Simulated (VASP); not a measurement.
Calculation: r2SCAN meta-GGA, VASP's PBE PAW potentials (set 64) (plane waves; VASP 6.6.1).

VASP input:

INCAR:
```
SYSTEM  =  BN
PREC  =  Accurate; ENCUT  =  520; LREAL  =  .FALSE.
LASPH  =  .TRUE.
EDIFF  =  1E-6; NELM  =  100; ALGO  =  Normal
LMIXTAU  =  .TRUE.
ISMEAR  =  0; SIGMA  =  0.05
METAGGA  =  R2SCAN
IBRION  =  2; NSW  =  60; ISIF  =  3
EDIFFG  =  -0.02
LWAVE  =  .FALSE.; LCHARG  =  .FALSE.
```

File KPOINTS:
```
kpoints
0
Gamma
  9 9 5
```

**POSCAR**
```
BN
1.0
  2.5425746344   0.0000000000   0.0000000000
 -1.2712873172   2.2019343036   0.0000000000
  0.0000000000   0.0000000000   4.2054549576
B N
2 2
Direct
  0.6666670000   0.3333330000   0.9997887517
  0.3333330000   0.6666670000   0.4997887517
  0.6666670000   0.3333330000   0.6252112483
  0.3333330000   0.6666670000   0.1252112483
```

POTCAR, in this order: B N (PBE.64 set). Program: vasp_std.

### Question
Estimate the energy per atom (σ→0), volume per atom, band gap (on the k-mesh).

### Answer

```yaml
energy per atom (σ→0): -9.567 eV/atom
band gap (on the k-mesh): 5.72 eV
volume_per_atom: 5.91 Å³/atom
```

**OSZICAR**
```
...
DAV:   4    -0.382661942906E+02    0.11443E-03   -0.12186E-05  1008   0.482E-02    0.903E-03
DAV:   5    -0.382663636830E+02   -0.16939E-03   -0.22616E-05   928   0.651E-02    0.512E-03
DAV:   6    -0.382662487371E+02    0.11495E-03   -0.10272E-05   888   0.461E-02    0.212E-03
DAV:   7    -0.382662722718E+02   -0.23535E-04   -0.44226E-07   468   0.828E-03    0.961E-04
DAV:   8    -0.382662654869E+02    0.67849E-05   -0.83483E-08   452   0.355E-03    0.382E-04
DAV:   9    -0.382662668893E+02   -0.14024E-05   -0.10855E-08   436   0.102E-03    0.129E-04
DAV:  10    -0.382662665379E+02    0.35135E-06   -0.14679E-09   432   0.562E-04
   3 F= -.38266267E+02 E0= -.38266267E+02  d E =-.573349E-03
```

The structure comes from a computed database's BN entry (P6_3mc); how it stands against other phases isn't given here. This run relaxes it. Symmetry was kept, so distortions that lower it aren't found. The start is the result of an earlier pass.
